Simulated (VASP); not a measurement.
A convergence study with VASP on CdTe (zinc blende): a few settings are varied, all else stays as given below, so the limit is that of these other settings.

```xyz
2
Lattice="0.0000 3.2400 3.2400 3.2400 0.0000 3.2400 3.2400 3.2400 0.0000" Properties=species:S:1:pos:R:3 pbc="T T T"
Cd     0.0000     0.0000     0.0000
Te     1.6200     1.6200     1.6200
```

Method: PBEsol GGA, VASP's PBE PAW potentials (set 64) (plane waves; VASP 6.6.1). The last row used: 550 eV cut-off, 14×14×14 Γ-centred mesh, second-order Methfessel-Paxton smearing of 0.40 eV, potentials Cd Te.

```csv
setting,E (eV/atom),pressure (GPa),irreducible k-points
"ISMEAR = -1, SIGMA = 0.01, 4×4×4 mesh",-2.7111,0.57,8
"ISMEAR = -1, SIGMA = 0.1, 4×4×4 mesh",-2.7108,0.59,8
"ISMEAR = 0, SIGMA = 0.01, 4×4×4 mesh",-2.7111,0.57,8
"ISMEAR = 0, SIGMA = 0.2, 4×4×4 mesh",-2.7110,___,8
"ISMEAR = 1, SIGMA = 0.05, 4×4×4 mesh",-2.7110,0.57,8
"ISMEAR = 1, SIGMA = 0.2, 4×4×4 mesh",-2.7109,0.57,8
"ISMEAR = 2, SIGMA = 0.05, 4×4×4 mesh",-2.7110,0.57,8
"ISMEAR = 2, SIGMA = 0.2, 4×4×4 mesh",-2.7109,0.57,8
"ISMEAR = -1, SIGMA = 0.01, 8×8×8 mesh",-2.7444,0.33,29
"ISMEAR = -1, SIGMA = 0.2, 8×8×8 mesh",-2.7438,0.35,29
"ISMEAR = 0, SIGMA = 0.01, 8×8×8 mesh",-2.7444,0.33,29
"ISMEAR = 0, SIGMA = 0.4, 8×8×8 mesh",-2.7443,0.34,29
"ISMEAR = 1, SIGMA = 0.05, 8×8×8 mesh",-2.7444,0.33,29
"ISMEAR = 1, SIGMA = 0.4, 8×8×8 mesh",-2.7444,0.31,29
"ISMEAR = 2, SIGMA = 0.05, 8×8×8 mesh",-2.7444,0.33,29
"ISMEAR = 2, SIGMA = 0.4, 8×8×8 mesh",-2.7442,0.33,29
"ISMEAR = -1, SIGMA = 0.05, 14×14×14 mesh",-2.7450,0.33,104
"ISMEAR = -1, SIGMA = 0.2, 14×14×14 mesh",-2.7443,0.34,104
"ISMEAR = 0, SIGMA = 0.1, 14×14×14 mesh",-2.7450,0.33,104
"ISMEAR = 0, SIGMA = 0.4, 14×14×14 mesh",-2.7449,0.33,104
"ISMEAR = 1, SIGMA = 0.1, 14×14×14 mesh",-2.7450,0.33,104
"ISMEAR = 1, SIGMA = 0.4, 14×14×14 mesh",-2.7450,___,104
"ISMEAR = 2, SIGMA = 0.1, 14×14×14 mesh",-2.7450,0.33,104
"ISMEAR = 2, SIGMA = 0.4, 14×14×14 mesh",-2.7449,0.32,104
```

### Question
Some entries are withheld; supply them.

### Answer

- ISMEAR = 1, SIGMA = 0.4, 14×14×14 mesh, pressure (GPa): 0.30
- ISMEAR = 0, SIGMA = 0.2, 4×4×4 mesh, pressure (GPa): 0.58

Left out are rungs that failed or repeat a setting and relaxations that didn't move; long series are thinned to 24 rows.

The compound is CdTe in the zinc blende structure. The cell was not relaxed at this level.
